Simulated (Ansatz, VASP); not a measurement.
# ZrSnSe2S2: VASP beside Ansatz

One calculation is typed for both programs; each brings its own data sets. How far apart do they land? The cell is taken from a series of runs on this material, whose earlier steps may have relaxed, scaled, displaced or heated it; both programs get it as it stands.

Calculated with Ansatz 0.2.0; plane waves, with VASP 6.6.1 beside it; G0W0 gap at PBEsol.

## Step 1: Starting point

The cell holds 6 atoms: 1 Sn, 2 S, 2 Se and 1 Zr. Cell: a = 3.675 Å, b = 3.675 Å, c = 40.900 Å, α = 90.0°, β = 90.0°, γ = 120.0°. Vacuum lies along c.

Coordinates:

```xyz
6
Lattice="3.6753 0.0000 0.0000 -1.8376 3.1829 0.0000 0.0000 0.0000 40.9000" Properties=species:S:1:pos:R:3
Sn    0.0000    0.0000   17.6405
S     0.0000    2.1219   19.1084
S     1.8376    1.0610   24.8753
Se    1.8376    1.0610   16.0247
Se    0.0000    0.0000   21.8580
Zr    0.0000    2.1219   23.4875
```

## Step 2: VASP: G0W0 gap, PBEsol

Quasiparticle shifts depend on high empty states and on the cores, so they are the hardest test of two PAW sets.

Lines of VASP's logs that name or quote its potential files are left out, and so is its time.

The run reads the wave functions of an earlier VASP run, which isn't shown here.

Contents of INCAR:

```
SYSTEM = ZrSnSe2S2
PREC = Accurate
ENCUT = 370
ISMEAR = 0
SIGMA = 0.01
LREAL = .FALSE.
GGA = PS
NBANDS = 310
LASPH = .TRUE.
ALGO = EVGW0
NELMGW = 1
ENCUTGW = 41
NOMEGA = 64
PRECFOCK = Fast
NBANDSGW = 33
LWAVE = .FALSE.
LCHARG = .FALSE.
```

Contents of POSCAR:

```
ZrSnSe2S2
1.0
    3.6752749724      0.0000000000      0.0000000000
   -1.8376374862      3.1828814920      0.0000000000
    0.0000000000      0.0000000000     40.9000000000
Sn S Se Zr
1 2 2 1
Direct
    0.0000000000      0.0000000000      0.4313077583
    0.3333333333      0.6666666667      0.4671975834
    0.6666666667      0.3333333333      0.6081979989
    0.6666666667      0.3333333333      0.3918020011
    0.0000000000      0.0000000000      0.5344260935
    0.3333333333      0.6666666667      0.5742667218
```

Contents of KPOINTS:

```
Automatic mesh
0
Gamma
6 6 1
0 0 0
```

PAW data sets: Sn_d_GW, S_GW, Se_GW and Zr_sv_GW (PBE family, release 64).

Started as:

```sh
$ export OMP_NUM_THREADS=3
$ mpirun -np 1 vasp_std
```

Numbers of over 12 decimals in the logs are rounded to 6 here.

The log of the run:

```text
[banner, memory and clock lines left out]
running    1 mpi-ranks, on    1 nodes
 distrk:  each k-point on    1 cores,    1 groups
 distr:  one band on    1 cores,    1 groups
 Offloading initialized ...    1 GPUs detected
 POSCAR found type information on POSCAR SnS SeZr
 POSCAR found :  4 types and       6 ions
|                                                                             |
|               ----> ADVICE to this user running VASP <----                  |
|                                                                             |
|     You enforced a specific xc type in the INCAR file but a different       |
|     [... a line on the potential file left out ...]
|     I HOPE YOU KNOW WHAT YOU ARE DOING!                                     |
|                                                                             |

|                                                                             |
|           W    W    AA    RRRRR   N    N  II  N    N   GGGG   !!!           |
|           W    W   A  A   R    R  NN   N  II  NN   N  G    G  !!!           |
|           W    W  A    A  R    R  N N  N  II  N N  N  G       !!!           |
|           W WW W  AAAAAA  RRRRR   N  N N  II  N  N N  G  GGG   !            |
|           WW  WW  A    A  R   R   N   NN  II  N   NN  G    G                |
|           W    W  A    A  R    R  N    N  II  N    N   GGGG   !!!           |
|                                                                             |
|     The default for ENCUTGWSOFT is different in this version of VASP.       |
|     please manually set ENCUTGWSOFT =41 in the INCAR file.                  |
|                                                                             |

 LDA part: xc-table for (Slater+PW92), standard interpolation
 found WAVECAR, reading the header
 POSCAR, INCAR and KPOINTS ok, starting setup
 FFT: planning ... GRIDC
 FFT: planning ... GRID_SOFT
 FFT: planning ... GRID
 reading WAVECAR
 the WAVECAR file was read successfully
 initial charge from wavefunction
 available memory per node:   1672.82 GB, setting MAXMEM to   1712967

 The Fermi energy was updated, please check that it is located mid-gap
 values below the HOMO (VB) or above the LUMO (CB) will cause erroneous energies
 E-fermi :  -2.4960

 calculate exact exchange contribution
 the WAVEDER file was read successfully
|                                                                             |
|           W    W    AA    RRRRR   N    N  II  N    N   GGGG   !!!           |
|           W    W   A  A   R    R  NN   N  II  NN   N  G    G  !!!           |
|           W    W  A    A  R    R  N N  N  II  N N  N  G       !!!           |
|           W WW W  AAAAAA  RRRRR   N  N N  II  N  N N  G  GGG   !            |
|           WW  WW  A    A  R   R   N   NN  II  N   NN  G    G                |
|           W    W  A    A  R    R  N    N  II  N    N   GGGG   !!!           |
|                                                                             |
|     Automatic setting of frequency mesh for GW failed. Frequency mesh       |
|     properly not suitable for determining QP energies. Consider             |
|     increasing number of kpoints.                                           |
|                                                                             |

energies w=
    0.000    0.000    0.525    0.000    1.048    0.000    1.569    0.000
    2.087    0.000    2.601    0.000    3.110    0.000    3.614    0.000
    4.112    0.000    4.603    0.000    5.088    0.000    5.566    0.000
    6.038    0.000    6.503    0.000    6.963    0.000    7.418    0.000
    7.868    0.000    8.313    0.000    8.755    0.000    9.193    0.000
    9.630    0.000   10.065    0.000   10.500    0.000   10.935    0.000
   11.372    0.000   11.811    0.000   12.253    0.000   12.700    0.000
   13.153    0.000   13.612    0.000   14.080    0.000   14.558    0.000
   15.048    0.000   15.551    0.000   16.069    0.000   16.605    0.000
   17.160    0.000   17.738    0.000   18.342    0.000   18.974    0.000
   19.640    0.000   20.343    0.000   21.088    0.000   21.882    0.000
   22.732    0.000   23.646    0.000   24.634    0.000   25.707    0.000
   26.880    0.000   28.170    0.000   29.598    0.000   31.190    0.000
   32.978    0.000   35.006    0.000   37.326    0.000   40.010    0.000
   43.152    0.000   46.883    0.000   51.386    0.000   56.929    0.000
   63.914    0.000   72.984    0.000   85.219    0.000  102.605    0.000
 responsefunction array rank=     318
 LDA part: xc-table for (Slater+PW92), standard interpolation

 min. memory requirement per mpi rank   2228.9 MB, per node   2228.9 MB

 allocating  64 responsefunctions rank=   318
 shmem allocating  64 responsefunctions rank=   318
 response function shared by NCSHMEM nodes    1
 Doing            64  frequencies on each core in blocks of            64
NQ=   1    0.0000    0.0000    0.0000,
|.........|.........|.........|.........|.........|.........|.........|.........
 performed        656000 updates of chi_q(r,r)
 total number of BLAS operations        336.03 Gflops
NQ=   2    0.1667    0.0000    0.0000,
|.........|.........|.........|.........|.........|.........|.........|.........
 performed       1721000 updates of chi_q(r,r)
 total number of BLAS operations        971.27 Gflops
NQ=   3    0.3333    0.0000    0.0000,
|.........|.........|.........|.........|.........|.........|.........|.........
 performed       2786000 updates of chi_q(r,r)
 total number of BLAS operations       1634.74 Gflops
NQ=   4    0.5000    0.0000    0.0000,
|.........|.........|.........|.........|.........|.........|.........|.........
 performed       3667000 updates of chi_q(r,r)
 total number of BLAS operations       2244.13 Gflops
NQ=   5    0.1667    0.1667    0.0000,
|.........|.........|.........|.........|.........|.........|.........|.........
 performed       4793000 updates of chi_q(r,r)
 total number of BLAS operations       2950.86 Gflops
NQ=   6    0.3333    0.1667    0.0000,
|.........|.........|.........|.........|.........|.........|.........|.........
 performed       6042000 updates of chi_q(r,r)
 total number of BLAS operations       3832.64 Gflops
NQ=   7    0.3333    0.3333    0.0000,
|.........|.........|.........|.........|.........|.........|.........|.........
 performed       6800000 updates of chi_q(r,r)
 total number of BLAS operations       4446.28 Gflops
 resolving degeneracies of screened two electron integrals

 calculate QP shifts <psi_nk| G(iteration)W_0 |psi_nk>: iteration 1
 entering main loop
```

From OUTCAR (step 2):

```text
ion  position               nearest neighbor table
   1  0.000  0.000  0.431-   2 2.58   2 2.58   2 2.58   4 2.67   4 2.67   4 2.67
   2  0.333  0.667  0.467-   1 2.58   1 2.58   1 2.58
   3  0.667  0.333  0.608-   6 2.54   6 2.54   6 2.54
   4  0.667  0.333  0.392-   1 2.67   1 2.67   1 2.67
   5  0.000  0.000  0.534-   6 2.68   6 2.68   6 2.68
   6  0.333  0.667  0.574-   3 2.54   3 2.54   3 2.54   5 2.68   5 2.68   5 2.68

  LATTYP: Found a hexagonal cell.
 ALAT       =     3.6752749724
 C/A-ratio  =    11.1284190454

 Subroutine GETGRP returns: Found  6 space group operations
 (whereof  6 operations were pure point group operations)

The static configuration has the point symmetry C_3v.

 Found      7 irreducible k-points:

   k-points           NKPTS =      7   k-points in BZ     NKDIM =     36   number of bands    NBANDS=    310

   dimension x,y,z NGX =    24 NGY =   24 NGZ =  270
   dimension x,y,z NGXF=    48 NGYF=   48 NGZF=  540

   ENCUT  =  370.0 eV  27.19 Ry    5.21 a.u.   5.76  5.76 64.15*2*pi/ulx,y,z

   NELECT =      50.0000    total number of electrons

  energy-cutoff  :      370.00
  volume of cell :      478.45
      direct lattice vectors                 reciprocal lattice vectors
     3.675274972  0.000000000  0.000000000     0.272088485  0.157090360 -0.000000000
    -1.837637486  3.182881492  0.000000000     0.000000000  0.314180720  0.000000000
     0.000000000  0.000000000 40.900000000     0.000000000 -0.000000000  0.024449878

 k-points in reciprocal lattice and weights: Automatic mesh
   0.00000000  0.00000000  0.00000000       0.028
   0.16666667  0.00000000  0.00000000       0.167
   0.33333333  0.00000000  0.00000000       0.167
   0.50000000  0.00000000  0.00000000       0.083
   0.16666667  0.16666667  0.00000000       0.167
   0.33333333  0.16666667  0.00000000       0.333
   0.33333333  0.33333333  0.00000000       0.056

 E-fermi :  -2.4960

 QP shifts <psi_nk| G(iteration)W_0 |psi_nk>: iteration 1
 for sc-GW calculations column KS-energies equals QP-energies in previous step
 and V_xc(KS)=  KS-energies - (<T + V_ion + V_H > + <T+V_H+V_ion>^1  + <V_x>^1)
 k-point   1 :       0.0000    0.0000    0.0000
  band No.  KS-energies  QP-energies   sigma(KS)   V_xc(KS)     V^pw_x(r,r')   Z            occupation Imag(sigma)
    ...
     22      -2.9422      -3.0542     -12.6802     -12.5345     -14.4993       0.7683       2.0000       0.1307
     23      -2.9422      -3.0542     -12.6802     -12.5345     -14.4993       0.7683       2.0000       0.1307
     24      -2.7200      -2.7830     -13.0895     -13.0081     -14.7706       0.7739       2.0000       0.1101
     25      -2.7200      -2.7830     -13.0895     -13.0081     -14.7706       0.7739       2.0000       0.1101
     26      -1.5119      -0.2342     -12.2763     -13.9503      -8.4377       0.7633       0.0000      -0.1878
     27      -1.5119      -0.2342     -12.2763     -13.9503      -8.4377       0.7633       0.0000      -0.1878
     28      -1.0635       0.0142     -10.8954     -12.2604      -8.0098       0.7896       0.0000      -0.1368
     29      -0.5365       0.6718     -11.5800     -13.1535      -8.0304       0.7678       0.0000      -0.2094
    ...

 k-point   2 :       0.1667    0.0000    0.0000
  band No.  KS-energies  QP-energies   sigma(KS)   V_xc(KS)     V^pw_x(r,r')   Z            occupation Imag(sigma)
    ...
     22      -4.1070      -4.2683     -12.5783     -12.3658     -14.5473       0.7594       2.0000       0.1712
     23      -3.4010      -3.4525     -12.9249     -12.8578     -14.4454       0.7673       2.0000       0.1209
     24      -3.1576      -3.3042     -12.8835     -12.6919     -14.8929       0.7652       2.0000       0.1397
     25      -3.0486      -3.1600     -12.8334     -12.6881     -14.6774       0.7662       2.0000       0.1313
     26      -1.5329      -0.3435     -11.8727     -13.4246      -8.2665       0.7664       0.0000      -0.1794
     27      -0.7108       0.5537     -12.4376     -14.1019      -8.5996       0.7598       0.0000      -0.2221
     28      -0.5570       0.6255     -11.0736     -12.5781      -8.3112       0.7860       0.0000      -0.1459
     29      -0.1857       1.0292     -11.8313     -13.4278      -8.0048       0.7609       0.0000      -0.2468
    ...

 k-point   3 :       0.3333    0.0000    0.0000
  band No.  KS-energies  QP-energies   sigma(KS)   V_xc(KS)     V^pw_x(r,r')   Z            occupation Imag(sigma)
    ...
     22      -4.0903      -4.3383     -12.6293     -12.3007     -14.9451       0.7543       2.0000       0.1893
     23      -3.8212      -3.9714     -12.8378     -12.6408     -14.7779       0.7621       2.0000       0.1527
     24      -3.7302      -3.9090     -12.7364     -12.5004     -14.8437       0.7575       2.0000       0.1633
     25      -3.3257      -3.4734     -12.8539     -12.6601     -14.8048       0.7623       2.0000       0.1432
     26      -1.9934      -0.9050     -11.3821     -12.7908      -8.1290       0.7727       0.0000      -0.1523
     27      -1.5207      -0.4638     -10.4767     -11.8134      -7.9206       0.7907       0.0000      -0.1161
     28      -0.0219       1.3582     -12.8094     -14.6562      -8.2915       0.7473       0.0000      -0.2823
     29       0.2472       1.5474     -12.2553     -13.9797      -7.8965       0.7540       0.0000      -0.2869
    ...

 k-point   4 :       0.5000    0.0000    0.0000
  band No.  KS-energies  QP-energies   sigma(KS)   V_xc(KS)     V^pw_x(r,r')   Z            occupation Imag(sigma)
    ...
     22      -4.4357      -4.7057     -12.4680     -12.1091     -14.7926       0.7526       2.0000       0.2037
     23      -3.8384      -4.0392     -12.8052     -12.5413     -14.9381       0.7607       2.0000       0.1613
     24      -3.7825      -4.0050     -12.7152     -12.4206     -14.9133       0.7556       2.0000       0.1696
     25      -3.4405      -3.6046     -12.8721     -12.6567     -14.8791       0.7618       2.0000       0.1481
     26      -2.2720      -1.2582     -10.9270     -12.2241      -8.1719       0.7816       0.0000      -0.1196
     27      -1.9801      -0.9433     -10.8188     -12.1420      -8.0930       0.7836       0.0000      -0.1219
     28       0.2260       1.7030     -13.2755     -15.2652      -8.4075       0.7424       0.0000      -0.3042
     29       0.5578       2.0045     -13.0798     -15.0332      -8.1310       0.7406       0.0000      -0.3389
    ...

[... 3 further parts left out ...]
```

(Continued in part 2 of 2.)

[Lines on the potential files, build, host, timing and source positions are cut from VASP's logs without a mark.]

[Logs are printed without paths, hosts, clocks, repeated set-up lines and the standing remarks that a program may print on its own settings, such as how far it seeks lower states.]

[Hosts, paths, dates, database ids (printed as entryN), source tags and the programs' standing remarks are cut or masked in the printed files.]
